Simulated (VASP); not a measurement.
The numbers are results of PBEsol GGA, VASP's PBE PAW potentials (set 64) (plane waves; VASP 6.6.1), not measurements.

The input files of a VASP run:

**POSCAR**
```
VSi
1
   -0.0000000000     2.4143384355     2.4143384355
    2.4143384355     0.0000000000     2.4143384355
    2.4143384355     2.4143384355     0.0000000000
Si V
1 1
Direct
  0.0000000000   0.0000000000   0.0000000000
  0.5000000000   0.5000000000   0.5000000000
```

### INCAR
```
# general
SYSTEM  = VSi
PREC    = Accurate
ENCUT   = 400
LREAL   = .FALSE.
LASPH   = .TRUE.

# electronic loop
EDIFF   = 1E-7
NELM    = 100
ALGO    = Normal
LMAXMIX = 4

# smearing
ISMEAR  = -5

# functional
GGA     = PS

# ions
ISIF    = 2

# output
LWAVE   = .FALSE.
LCHARG  = .TRUE.
LORBIT  = 11
NEDOS   = 601
```

**KPOINTS**
```
Automatic mesh
0
Gamma
15 15 15
0 0 0
```

POTCAR, in this order: Si V_sv (PBE.64 set). Program: vasp_std.

Problem. What does the run give for the energy per atom (σ→0), band gap (on the k-mesh)?

Solution. 
- energy per atom (σ→0): -745.7 kJ/mol-atom
- band gap (on the k-mesh): none (metal, semimetal or under 0.01 eV)

**OSZICAR**
```
...
DAV:  12    -0.154564299604E+02    0.15310E-04   -0.17482E-04  3300   0.151E-01    0.249E-02
DAV:  13    -0.154564257147E+02    0.42458E-05   -0.43543E-06  3368   0.237E-02    0.229E-02
DAV:  14    -0.154564247089E+02    0.10058E-05   -0.28988E-05  3240   0.382E-02    0.171E-02
DAV:  15    -0.154564243675E+02    0.34143E-06   -0.57449E-07  3116   0.786E-03    0.141E-02
DAV:  16    -0.154564245394E+02   -0.17190E-06   -0.72003E-06  3208   0.246E-02    0.139E-02
DAV:  17    -0.154564235082E+02    0.10312E-05   -0.80382E-06  3156   0.160E-02    0.101E-02
DAV:  18    -0.154564235893E+02   -0.81185E-07   -0.30191E-07  2884   0.556E-03
   1 F= -.15456424E+02 E0= -.15456424E+02  d E =0.000000E+00
```

The structure was generated: VSi was put into the rocksalt type (Fm-3m), which need not be its known phase. It was relaxed first, which changed the volume by -21 %. The run is not spin-polarised, so no magnetic state was tried. The electron count is odd and the run is not spin-polarised, which forces a metal.
